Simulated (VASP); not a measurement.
VASP input:

### INCAR
```
ALGO  =  Normal
EDIFF  =  1E-6
ENCUT  =  300
GGA  =  PE
ISIF  =  2
ISMEAR  =  0
LASPH  =  T
LCHARG  =  F
LMAXMIX  =  4
LREAL  =  F
LWAVE  =  F
NELM  =  100
PREC  =  Accurate
SIGMA  =  0.136
SYSTEM  =  CsCl
```

**KPOINTS**
```
Automatic mesh
0
Gamma
5 5 3
0 0 0
```

**POSCAR**
```
CsCl
1
    4.9735620000     0.0000000000     0.0000000000
    0.0000000000     4.9735620000     0.0000000000
    0.0000000000     0.0000000000     8.7574830000
Cs Cl
2 2
Direct
 -0.0014650000   0.4973630000  -0.0025580000
  0.5021080000  -0.0006030000   0.4933780000
  0.0096030000   0.0084680000   0.2515270000
 -0.0102460000  -0.0052280000   0.7576530000
```

POTCAR, in this order: Cs_sv Cl (PBE.64 set). Program: vasp_std.

Q: Translate this PBE calculation to Ansatz.

A: One equivalent input (not run):
Ansatz 0.2 input:
```yaml
crystal:
  lattice:
    - [4.9735620, 0.0000000, 0.0000000]
    - [0.0000000, 4.9735620, 0.0000000]
    - [0.0000000, 0.0000000, 8.7574830]
  atoms:
    - { symbol: Cs, position: [-0.0014650, 0.4973630, -0.0025580] }
    - { symbol: Cs, position: [0.5021080, -0.0006030, 0.4933780] }
    - { symbol: Cl, position: [0.0096030, 0.0084680, 0.2515270] }
    - { symbol: Cl, position: [-0.0102460, -0.0052280, 0.7576530] }
kpoints:
  mp_grid: { grid: [5, 5, 3] }
hamiltonian:
  xc: pbe
  pseudopotentials: { kind: paw }
scf:
  occupations: { method: gaussian, width: 0.136 }
  max_iter: 100
output: { forces: true, stress: true, eigenvalues: true }
```
Limits of the translation: each code has its own PAW files, so the cut-off isn't converted (ENCUT is set for VASP's; basis.ecutwfc is left out, and Ansatz then takes the one that its files recommend); Ansatz stops its SCF on the density residual and VASP on the energy change (EDIFF).

The structure was generated: CsCl was put into an ordered model structure, which need not be its known phase. The cell was not relaxed at this level, atoms are displaced from their ideal sites.
